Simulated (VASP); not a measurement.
# CaCoAu3 (Pm-3m) in VASP: settings compared

Aim: see how the results for CaCoAu3 move with the level of theory and the settings. Levels: PBE, PBE+D2, PBE+D3, PBE+D3(BJ). Tasks: relaxation of cell and atoms.

Everything below comes from runs of VASP 6.6.1. Logs are shortened: lines on timing, memory, paths and dates and some standing lists are left out, and cuts for length are marked.

## (1) Starting point

The structure is cubic, space group Pm-3m (No. 221). Conventional cell: a = 4.851 Å, b = 4.851 Å, c = 4.851 Å, α = 90.00°, β = 90.00°, γ = 90.00°. Ca (site symmetry m-3m) is surrounded by 12 Au at 3.43 Å. Co (site symmetry m-3m) is surrounded by 6 Au at 2.43 Å. Au (site symmetry 4/mmm) has 2 Co at 2.43 Å as nearest neighbours.

The cell was built by a generator and needn't be a form met in nature.

## (2) Relaxation of cell and atoms, PBE, collinear spin, ferromagnetic start

The input, INCAR:

```
SYSTEM = CaCoAu3
ALGO     = Normal         ! electronic algorithm
EDIFF    = 1E-7           ! SCF threshold, eV
EDIFFG   = -0.02          ! ionic threshold
ENCUT    = 600            ! plane-wave cutoff, eV
GGA      = PE             ! functional
IBRION   = 2              ! ionic algorithm
ISIF     = 3              ! what is computed and relaxed
ISMEAR   = -1             ! smearing method
ISPIN    = 2              ! spin polarisation
LASPH    = .TRUE.         ! aspherical terms in the spheres
LCHARG   = .FALSE.        ! write CHGCAR
LMAXMIX  = 4              ! l up to which the mixer works
LORBIT   = 11             ! projections on sites
LREAL    = .FALSE.        ! projectors in reciprocal space
LWAVE    = .FALSE.        ! write WAVECAR
MAGMOM   = 0 2 0 0 0      ! initial moments
NELM     = 150            ! most SCF steps
NSW      = 60             ! ionic steps
PREC     = Accurate       ! precision mode
SIGMA    = 0.05           ! smearing width, eV
```

The input, KPOINTS:

```
k-points
0
G
  5 5 5
  0 0 0
```

The input, POSCAR:

```
CaCoAu3
1.0
    4.8510400000      0.0000000000      0.0000000000
    0.0000000000      4.8510400000      0.0000000000
    0.0000000000      0.0000000000      4.8510400000
Ca Co Au
1 1 3
Direct
    0.0000000000      0.0000000000      0.0000000000
    0.5000000000      0.5000000000      0.5000000000
    0.0000000000      0.5000000000      0.5000000000
    0.5000000000      0.0000000000      0.5000000000
    0.5000000000      0.5000000000      0.0000000000
```

Potentials or basis: VASP PAW PBE potentials, release 64 (Ca_sv, Co, Au).

Command:

```sh
> cat potpaw_PBE.64/Ca_sv/POTCAR potpaw_PBE.64/Co/POTCAR potpaw_PBE.64/Au/POTCAR > POTCAR
> mpirun -np 1 vasp_std > vasp.out
```

OUTCAR:

```text
SYSTEM = CaCoAu3
   EDIFF = 1E-7
   EDIFFG = -0.02
   ENCUT = 600
   GGA = PE
   IBRION = 2
   ISIF = 3
   ISMEAR = -1
   ISPIN = 2
   LASPH = .TRUE.
   LORBIT = 11
   LREAL = .FALSE.
   NELM = 150
   NSW = 60
   PREC = Accurate

 ion  position               nearest neighbor table
   1  0.000  0.000  0.000-
   2  0.500  0.500  0.500-   3 2.43   4 2.43   5 2.43   5 2.43   4 2.43   3 2.43
   3  0.000  0.500  0.500-   2 2.43   2 2.43   5 3.43   5 3.43   4 3.43   4 3.43   4 3.43   5 3.43
                             5 3.43   4 3.43
   4  0.500  0.000  0.500-   2 2.43   2 2.43   5 3.43   5 3.43   3 3.43   3 3.43   5 3.43   5 3.43
                             3 3.43   3 3.43
   5  0.500  0.500  0.000-   2 2.43   2 2.43   4 3.43   3 3.43   3 3.43   4 3.43   4 3.43   4 3.43
                             3 3.43   3 3.43

  LATTYP: Found a simple cubic cell.
 ALAT       =     4.8510400000

  Lattice vectors:

 A1 = (   4.8510400000,   0.0000000000,   0.0000000000)
 A2 = (   0.0000000000,   4.8510400000,   0.0000000000)
 A3 = (   0.0000000000,   0.0000000000,   4.8510400000)

Analysis of symmetry for initial positions (statically):
=====================================================================
 Subroutine PRICEL returns:
 Original cell was already a primitive cell.

 Routine SETGRP: Setting up the symmetry group for a
 simple cubic supercell.

 Subroutine GETGRP returns: Found 48 space group operations
 (whereof 48 operations were pure point group operations)
 out of a pool of 48 trial point group operations.

The static configuration has the point symmetry O_h .

Analysis of symmetry for dynamics (positions and initial velocities):
=====================================================================
 Subroutine PRICEL returns:
 Original cell was already a primitive cell.

 Routine SETGRP: Setting up the symmetry group for a
 simple cubic supercell.

 Subroutine GETGRP returns: Found 48 space group operations
 (whereof 48 operations were pure point group operations)
 out of a pool of 48 trial point group operations.

The dynamic configuration has the point symmetry O_h .

Analysis of structural, dynamic, and magnetic symmetry:
=====================================================================
 Subroutine PRICEL returns:
 Original cell was already a primitive cell.

 Routine SETGRP: Setting up the symmetry group for a
 simple cubic supercell.

 Subroutine GETGRP returns: Found 48 space group operations
 (whereof 48 operations were pure point group operations)
 out of a pool of 48 trial point group operations.

The overall configuration has the point symmetry O_h .

 Subroutine INISYM returns: Found 48 space group operations
 (whereof 48 operations are pure point group operations),
 and found     1 'primitive' translations

----------------------------------------------------------------------------------------

                                     Primitive cell

  volume of cell :     114.1575

  direct lattice vectors                    reciprocal lattice vectors
     4.851040000  0.000000000  0.000000000     0.206141364  0.000000000  0.000000000
     0.000000000  4.851040000  0.000000000     0.000000000  0.206141364  0.000000000
     0.000000000  0.000000000  4.851040000     0.000000000  0.000000000  0.206141364

  length of vectors
     4.851040000  4.851040000  4.851040000     0.206141364  0.206141364  0.206141364

  position of ions in fractional coordinates (direct lattice)
     0.000000000  0.000000000  0.000000000
     0.500000000  0.500000000  0.500000000
     0.000000000  0.500000000  0.500000000
     0.500000000  0.000000000  0.500000000
     0.500000000  0.500000000  0.000000000

  ion indices of the primitive-cell ions
   primitive index   ion index
                 1           1
                 2           2
                 3           3
                 4           4
                 5           5

----------------------------------------------------------------------------------------

 KPOINTS: k-points
[... 28 lines left out ...]
  0.200000  0.200000  0.000000     12.000000
  0.400000  0.200000  0.000000     24.000000
  0.400000  0.400000  0.000000     12.000000
  0.200000  0.200000  0.200000      8.000000
  0.400000  0.200000  0.200000     24.000000
  0.400000  0.400000  0.200000     24.000000
  0.400000  0.400000  0.400000      8.000000
   k-points           NKPTS =     10   k-points in BZ     NKDIM =     10   number of bands    NBANDS=     32
   number of dos      NEDOS =    301   number of ions     NIONS =      5
   total plane-waves  NPLWV =  64000
   dimension x,y,z NGX =    40 NGY =   40 NGZ =   40
   dimension x,y,z NGXF=    80 NGYF=   80 NGZF=   80
   ions per type =               1   1   3
   NGX,Y,Z   is equivalent  to a cutoff of  13.71, 13.71, 13.71 a.u.
   NGXF,Y,Z  is equivalent  to a cutoff of  27.42, 27.42, 27.42 a.u.
 SYSTEM =  CaCoAu3
   PREC   = accura    normal or accurate (medium, high low for compatibility)
   ISTART =      0    job   : 0-new  1-cont  2-samecut
   ICHARG =      2    charge: 1-file 2-atom 10-const
   ISPIN  =      2    spin polarized calculation?
   LNONCOLLINEAR =      F non collinear calculations
   LSORBIT =      F    spin-orbit coupling
   LASPH  =      T    aspherical Exc in radial PAW
   ENCUT  =  600.0 eV  44.10 Ry    6.64 a.u.   9.69  9.69  9.69*2*pi/ulx,y,z
   NELM   =    150;   NELMIN=  2; NELMDL= -5     # of ELM steps
   EDIFF  = 0.1E-06   stopping-criterion for ELM
   LREAL  =      F    real-space projection
   EDIFFG = -.2E-01   stopping-criterion for IOM
   NSW    =     60    number of steps for IOM
   IBRION =      2    ionic relax: 0-MD 1-quasi-New 2-CG
   NFREE  =      1    steps in history (QN), initial steepest desc. (CG)
   ISIF   =      3    stress and relaxation
   ISYM   =      2    0-nonsym 1-usesym 2-fastsym
   POTIM  = 0.5000    time-step for ionic-motion
   TEBEG  =    0.0;   TEEND  =   0.0 temperature during run
   PSTRESS=    0.0 pullay stress
   NELECT =      52.0000    total number of electrons
   NUPDOWN=      -1.0000    fix difference up-down
   EMIN   =  10.00;   EMAX   =-10.00  energy-range for DOS
   EFERMI =   0.00;   METHOD = LEGACY
   ISMEAR =    -1;   SIGMA  =   0.05  broadening in eV -4-tet -1-fermi 0-gaus
   EFERMI_NEDOS =   21; number of points for ismear=-14 and -15
   IALGO  =     38    algorithm
   IMIX   =      4    mixing-type and parameters
     AMIX     =   0.40;   BMIX     =  1.00
     AMIX_MAG =   1.60;   BMIX_MAG =  1.00
  volume/ion in A,a.u.               =      22.83       154.07
  Fermi-wavevector in a.u.,A,eV,Ry     =   1.259624  2.380345 21.587736  1.586654
  Thomas-Fermi vector in A             =   2.393175
   LORBIT       =     11    0 simple, 1 ext, 2 COOP (PROOUT), +10 PAW based schemes
   GGA     = PE    functional components
   LHFCALC =     F    Hartree Fock is set to
   AEXX    =    0.0000 exact exchange contribution
   IVDW    =     0    specifies the selected vdW correction
   LEPSILON=     F    determine dielectric tensor
   LRPA    =     F    only Hartree local field effects (RPA)
 conjugate gradient relaxation of ions
 spin polarized calculation
  energy-cutoff  :      600.00
  volume of cell :      114.16
 maximum number of plane-waves:      3823
 NGX is ok and might be reduce to    40
   NGX = 19   NGY = 19   NGZ = 19

 number of electron      52.0000012 magnetization       1.6987204

 Free energy of the ion-electron system (eV)
  ---------------------------------------------------
  ext. energy  EPLUGINS =         0.00000000
  ---------------------------------------------------
  free energy    TOTEN  =       -18.75791279 eV

  energy without entropy =      -18.70782038  energy(sigma->0) =      -18.73286659

 E-fermi :   5.2853     XC(G=0): -10.3082

 val. band max:        5.2830931238   @ k =   0.4000   0.2000   0.2000
 cond. band min:       5.3104524593   @ k =   0.4000   0.2000   0.2000
 fundamental gap:      0.0273593355
 Fermi energy:         5.2852730750

 spin component 1

 k-point     1 :       0.0000    0.0000    0.0000
  band No.  band energies     occupation
      1     -36.7331      1.00000
      2     -17.6872      1.00000
      3     -17.6872      1.00000
      4     -17.6872      1.00000
      5      -2.3089      1.00000
      6      -0.0638      1.00000
[... 339 lines left out ...]
     31       6.2622      0.00000
     32       8.9839      0.00000
 Fermi energy:         5.2852730750

 spin component 2

 k-point     1 :       0.0000    0.0000    0.0000
  band No.  band energies     occupation
      1     -36.7415      1.00000
      2     -17.6961      1.00000
      3     -17.6961      1.00000
      4     -17.6961      1.00000
      5      -2.2363      1.00000
      6       0.1679      1.00000
[... 339 lines left out ...]
     31       6.5446      0.00000
     32       8.9743      0.00000

------------------------ aborting loop because EDIFF is reached ----------------------------------------

  FORCE on cell =-STRESS in cart. coord.  units (eV):
  Direction    XX          YY          ZZ          XY          YZ          ZX
  --------------------------------------------------------------------------------------
  -------------------------------------------------------------------------------------
  Total       -0.0471513     -0.0471513     -0.0471513     -0.0000000     -0.0000000      0.0000000
  in kB       -0.6617586     -0.6617586     -0.6617586     -0.0000000     -0.0000000      0.0000000
  external PRESSURE =      -0.6617586 kB  Pullay stress =       0.0000000 kB

 VOLUME and BASIS-vectors are now :
 -----------------------------------------------------------------------------
  energy-cutoff  :      600.00
  volume of cell :      114.16
      direct lattice vectors                 reciprocal lattice vectors
     4.851040000  0.000000000  0.000000000     0.206141364  0.000000000  0.000000000
     0.000000000  4.851040000  0.000000000     0.000000000  0.206141364  0.000000000
     0.000000000  0.000000000  4.851040000     0.000000000  0.000000000  0.206141364

 POSITION                                       TOTAL-FORCE (eV/Angst)
 -----------------------------------------------------------------------------------
      0.00000      0.00000      0.00000         0.000000      0.000000      0.000000
      2.42552      2.42552      2.42552         0.000000      0.000000      0.000000
      0.00000      2.42552      2.42552         0.000000      0.000000      0.000000
      2.42552      0.00000      2.42552         0.000000      0.000000      0.000000
      2.42552      2.42552      0.00000         0.000000      0.000000      0.000000
 -----------------------------------------------------------------------------------
    total drift:                               -0.000000     -0.000000     -0.000000

  FREE ENERGIE OF THE ION-ELECTRON SYSTEM (eV)
  ---------------------------------------------------
  free  energy   TOTEN  =       -18.7579127918 eV

  energy  without entropy=      -18.7078203823  energy(sigma->0) =      -18.73286659

 reached required accuracy - stopping structural energy minimisation

 total charge

# of ion       s       p       d       tot
------------------------------------------
    1        2.023   5.832   0.147   8.003
    2        0.495   0.454   7.295   8.244
    3        0.720   0.235   8.723   9.679
    4        0.720   0.235   8.723   9.679
    5        0.720   0.235   8.723   9.679
--------------------------------------------------
tot          4.679   6.993  33.611  45.283

 magnetization (x)

# of ion       s       p       d       tot
------------------------------------------
    1       -0.000  -0.002  -0.007  -0.009
    2        0.007   0.023   1.631   1.661
    3       -0.014  -0.011   0.065   0.041
    4       -0.014  -0.011   0.065   0.041
    5       -0.014  -0.011   0.065   0.041
--------------------------------------------------
tot         -0.034  -0.010   1.818   1.774
```

Run time: 2.8 min. Hardware: 1 thread of AMD EPYC 7R43 (Zen 3), shared host; peak memory 0.29 GiB.

What came out:

```yaml
Free_energy: -18.7579 eV
Pressure_after_relaxing: -0.1 GPa
Band_gap_on_the_k_mesh: none (metal or under the smearing width)
Net_moment: 1.70 μB per cell
Site_moments: Ca -0.01; Co +1.66; Au +0.04 μB
Valence_electrons_inside_the_program's_atomic_spheres: Ca 8.00; Co 8.24; Au 9.68
```

Final structure:
```
Ca Co Au
1.0
     4.85104    0.00000    0.00000
     0.00000    4.85104    0.00000
     0.00000    0.00000    4.85104
Ca Co Au
1 1 3
Cartesian
  0.0000 0.0000 0.0000
  2.4255 2.4255 2.4255
  0.0000 2.4255 2.4255
  2.4255 0.0000 2.4255
  2.4255 2.4255 0.0000
```

Caveat: the relaxation stopped at its first step, so nothing moved.

[end of part 1 of 3]
